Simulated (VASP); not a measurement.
Input:

```
Pt3Ti
1.0
    4.03276     0.00000     0.00000
    0.00000     3.82018     0.00000
    0.00000     0.00000     3.92501
Ti Pt
1 3
Cartesian
  0.00000   0.00000   0.00000
  0.00000   1.91009   1.96251
  2.01638   0.00000   1.96251
  2.03790   1.91009   0.00000
```

Method: PBE GGA + U (Dudarev), VASP's PBE PAW potentials (set 64) (plane waves; VASP). Run with 400 eV cut-off, 7×7×7 Γ-centred mesh, first-order Methfessel-Paxton smearing of 0.10 eV, potentials Ti_sv Pt, U − J: Ti 2.00 eV.

Unless said otherwise, spin-orbit coupling is left out, though it shifts the bands of the heavy elements here.

Predict the energy per atom (σ→0), pressure, largest force, band gap (on the k-mesh) with the smallest direct gap where there is one.

```json
{
  "band gap (on the k-mesh)": "none (metal, semimetal or under 0.01 eV)",
  "energy per atom (σ→0)": "-7.011 eV/atom",
  "pressure": "5.75 GPa",
  "largest_force": "0.143 eV/Å"
}
```

Total energies compare only between runs with the same potentials, cut-off and functional.

The compound is Pt3Ti in the L1_2 structure. The cell was not relaxed at this level, atoms are displaced from their ideal sites. The run is one of a series of settings (LDAU = .TRUE., LDAUJ = 0 0, LDAUL = 2 -1, LDAUTYPE = 2, LDAUU = 2.0 0 against the base run), some of them coarse on purpose.
